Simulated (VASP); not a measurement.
Here is a VASP 6.6.1 calculation.

Contents of INCAR:

```
SYSTEM = Au
PREC     = Accurate       ! precision mode
ENCUT    = 480            ! plane-wave cutoff, eV
EDIFF    = 1E-7           ! SCF threshold, eV
ISMEAR   = 0              ! smearing method
SIGMA    = 0.1            ! smearing width, eV
LREAL    = .FALSE.        ! projectors in reciprocal space
LASPH    = .TRUE.         ! aspherical terms in the spheres
NELM     = 100            ! most SCF steps
ALGO     = Fast           ! electronic algorithm
ISIF     = 3              ! what is computed and relaxed
LWAVE    = .FALSE.        ! write WAVECAR
LCHARG   = .FALSE.        ! write CHGCAR
GGA      = PS             ! functional
IBRION   = 2              ! ionic algorithm
NSW      = 90             ! ionic steps
EDIFFG   = -0.005         ! ionic threshold
```

File KPOINTS:

```
regular mesh
0
G
  18 18 18
  0 0 0
```

Contents of POSCAR:

```
Au
1.0
    0.0000000000      2.0585000000      2.0585000000
    2.0585000000      0.0000000000      2.0585000000
    2.0585000000      2.0585000000      0.0000000000
Au
1
Direct
    0.0000000000      0.0000000000      0.0000000000
```

Potentials or basis: VASP PAW PBE potentials, release 64 (Au).

The run is started by

```console
$ cat potpaw_PBE.64/Au/POTCAR > POTCAR
$ mpirun -np 1 vasp_std > vasp.out
```

(1) Predict the relaxed volume.

(2) Predict the space group after relaxing (to 0.05 Å).

(3) Estimate the band gap on the k mesh.

(4) Estimate the relaxed cell.

## Answers

(1) 17.00 Å³/atom.

(2) Fm-3m (No. 225).

(3) none (metal or under the smearing width).

(4) a = 2.886 Å, b = 2.886 Å, c = 2.886 Å, α = 60.00°, β = 60.00°, γ = 60.00°.

Caveat: the PAW data sets were made with another functional, which shifts forces and pressure a little.
